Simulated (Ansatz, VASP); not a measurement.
# Cross-check of Ti between VASP and Ansatz, part 2 of 2

Wanted: the spread between two codes on one cell, functional and k mesh. The structure shown is the end of the Ansatz relaxation below.

VASP 6.6.1 and Ansatz 0.2.0.

So far. Step 3 (VASP: single point, PBEsol, pair 1): The run ends at a pressure of 0.75 GPa.

## Step 6: VASP: single point, PBEsol, pair 2 (continued)

Level of this step: PBEsol; plane waves and PAW (Ti_sv) (VASP).

Numbers of over 12 decimals in the logs are rounded to 6 here.

From OUTCAR (step 6):

```text
  Total       -0.0615720     -0.0615720      0.9016137      0.0000000     -0.0000000      0.0000000
  in kB       -2.9849617     -2.9849617     43.7095063      0.0000000     -0.0000000      0.0000000
  external PRESSURE =      12.5798609 kB  Pullay stress =       0.0000000 kB

 POSITION                                       TOTAL-FORCE (eV/Angst)
 -----------------------------------------------------------------------------------
      0.00000      1.69053      3.33824        -0.000000      0.000000      0.000000
      1.46404      0.84527      1.11275         0.000000      0.000000      0.000000
 -----------------------------------------------------------------------------------
    total drift:                               -0.000604      0.000349     -0.000011

  FREE ENERGIE OF THE ION-ELECTRON SYSTEM (eV)
  ---------------------------------------------------
  free  energy   TOTEN  =       -16.6724685353 eV

  energy  without entropy=      -16.6553788535  energy(sigma->0) =      -16.66392369

[... 1 part as in an earlier step ...]

[... 2 further parts left out ...]
[key lines of the parts left out:]
E-fermi :   8.7580
```

The run ends at a pressure of 1.26 GPa.

## Step 7: Comparison

The two programs side by side:

| quantity | Ansatz | VASP | difference |
| --- | --- | --- | --- |
| pressure (GPa) | 1.56 | 1.26 | +0.31 |

## Step 8: Ansatz: relaxation, PBEsol

This run makes the geometry at which the two programs are then compared. The cell compared in this pair holds 33.30 Å³, against 33.05 Å³ for the pair before.

The structure compared here is the end of the Ansatz relaxation.

input.yaml

```yaml
crystal:
  lattice:
    - [2.90821641, 0.0, 0.0]
    - [-1.454108205, 2.5185892908, 0.0]
    - [0.0, 0.0, 4.5427635]
  atoms:
    - { symbol: Ti, position: [0.3333333, 0.6666667, 0.75] }
    - { symbol: Ti, position: [0.6666667, 0.3333333, 0.25] }
kpoints:
  mp_grid: { grid: [17, 17, 10] }
scf:
  occupations: { method: fermi_dirac, width: 0.05 }
hamiltonian:
  xc: pbesol
  pseudopotentials: { kind: paw, azcp: { folder: soft_1 }, xc_functional: pbe }
basis:
  ecutwfc: 600
output:
  forces: true
  stress: true
relax:
  f_tol: 0.005
  max_steps: 70
  cell: { stress_tol: 0.02, p_target: 0, fix: [c, alpha, beta, gamma] }
```

Started as:

```sh
ansatz run input.yaml --threads 4 --pin off --max-ram 10240MiB --backend cpu --events-out ev --progress --plain --runs-dir out
```

Output:

```text
[...]
Crystal: 2 atoms, lattice volume = 33.274 Å³
Basis set: ecut = 600 eV, 1093 PW (Γ), exchange–correlation on 48×48×80 points (8 copies of the dense FFT grid, shifted against one another)
Bands: 16, of which v1, the nominal top of the filled ones, is band 12 counted from 1 (11 counted from 0)
Symmetry: 8 space group operations
k-points: 486 of 2890
[...]
-0.000017      -0.000054      -0.000000
        0.000000      -0.000000       1.608197
  P = ⅓ Tr σ = 0.5360 GPa (5.360 kbar)
--- Relaxed structure (3 steps of the walk, 3 accepted, 1 SCFs on fresh bases) ---
[...]
cell:  # Å, volume = 33.3029 Å³
    - [2.909480, 1.0537335769114004e-19, 0]
    - [-1.454740, 2.519684, 0]
    - [0, 0, 4.5427635]
  atoms:
    - { symbol: Ti, position: [0.333333, 0.666667, 0.750000] }
    - { symbol: Ti, position: [0.666667, 0.333333, 0.250000] }
[key lines of the parts left out:]
SCF converged after 8 iterations
Free energy (F): -4947.810296 eV
Fermi energy:    13.842061 eV
```

## Step 9: VASP: single point, PBEsol, pair 3

The same cell, functional, mesh and smearing now go to VASP, with its own data sets.

INCAR

```
SYSTEM = Ti
PREC = Accurate
ENCUT = 500
EDIFF = 1E-06
NELM = 120
ISMEAR = -1
SIGMA = 0.05
LREAL = .FALSE.
ALGO = Normal
GGA = PS
NBANDS = 18
LASPH = .TRUE.
LORBIT = 11
LWAVE = .FALSE.
LCHARG = .FALSE.
ISIF = 2
GGA_COMPAT = .FALSE.
KPAR = 2
```

POSCAR

```
Ti
1.0
    2.9094803643      0.0000000000      0.0000000000
   -1.4547401822      2.5196839073      0.0000000000
    0.0000000000      0.0000000000      4.5427635000
Ti
2
Direct
    0.3333334672      0.6666665328      0.7500000000
    0.6666665328      0.3333334672      0.2500000000
```

KPOINTS

```
Automatic mesh
0
Gamma
17 17 10
0 0 0
```

PAW data sets: Ti_sv (PBE family, release 64).

Started as:

```sh
mpirun -np 2 vasp_std
```

Output:

```text
[... set-up lines as in an earlier step ...]
 entering main loop
       N       E                     dE             d eps       ncg     rms          rms(c)
DAV:   1     0.254658725419E+03    0.25466E+03   -0.12991E+04  7136   0.164E+03
DAV:   2     0.105676774707E+02   -0.24409E+03   -0.24104E+03  7270   0.452E+02
DAV:   3    -0.177172748793E+02   -0.28285E+02   -0.27964E+02 13368   0.127E+02
DAV:   4    -0.188535048384E+02   -0.11362E+01   -0.11354E+01  8202   0.265E+01
[...]
DAV:  11    -0.166854649802E+02   -0.52285E-04   -0.23702E-04  8390   0.122E-01    0.369E-02
DAV:  12    -0.166854564845E+02    0.84957E-05   -0.39221E-05  8918   0.564E-02    0.648E-03
DAV:  13    -0.166854565439E+02   -0.59387E-07   -0.14039E-06  5610   0.114E-02
   1 F= -.16685457E+02 E0= -.16676949E+02  d E =-.170159E-01
```

OUTCAR, selected parts (step 9):

```text
  Total       -0.0604893     -0.0604893      0.2724381      0.0000000      0.0000000      0.0000000
  in kB       -2.9100976     -2.9100976     13.1068039      0.0000000      0.0000000      0.0000000
  external PRESSURE =       2.4288696 kB  Pullay stress =       0.0000000 kB

 POSITION                                       TOTAL-FORCE (eV/Angst)
 -----------------------------------------------------------------------------------
      0.00000      1.67979      3.40707        -0.000000     -0.000000      0.000000
      1.45474      0.83989      1.13569         0.000000      0.000000      0.000000
 -----------------------------------------------------------------------------------
    total drift:                               -0.000366      0.000212     -0.000007

  FREE ENERGIE OF THE ION-ELECTRON SYSTEM (eV)
  ---------------------------------------------------
  free  energy   TOTEN  =       -16.6854565439 eV

  energy  without entropy=      -16.6684406491  energy(sigma->0) =      -16.67694860

[... 1 part as in an earlier step ...]

[... 2 further parts left out ...]
[key lines of the parts left out:]
E-fermi :   8.6685
```

The run ends at a pressure of 0.24 GPa.

## Step 10: Side by side

The two programs side by side:

| quantity | Ansatz | VASP | difference |
| --- | --- | --- | --- |
| pressure (GPa) | 0.54 | 0.24 | +0.29 |

## Step 11: Results

| Item | Value |
| --- | --- |
| difference in pressure (single point, PBEsol, pair 1) | 0.30 GPa |
| difference in pressure (single point, PBEsol, pair 2) | 0.31 GPa |
| difference in pressure (single point, PBEsol, pair 3) | 0.29 GPa |

In words: The difference in pressure is 0.31 GPa (single point, PBEsol, pair 2), within the 1 GPa picked in this series as the mark of a large difference. 3 further runs of this series are not shown here. Such differences can come from data sets, numerical settings and the points named under the comparisons, not from the functional's error against experiment.

[Lines on the potential files, build, host, timing and source positions are cut from VASP's logs without a mark.]

[Logs are printed without paths, hosts, clocks, repeated set-up lines and the standing remarks that a program may print on its own settings, such as how far it seeks lower states.]

[Hosts, paths, dates, database ids (printed as entryN), source tags and the programs' standing remarks are cut or masked in the printed files.]
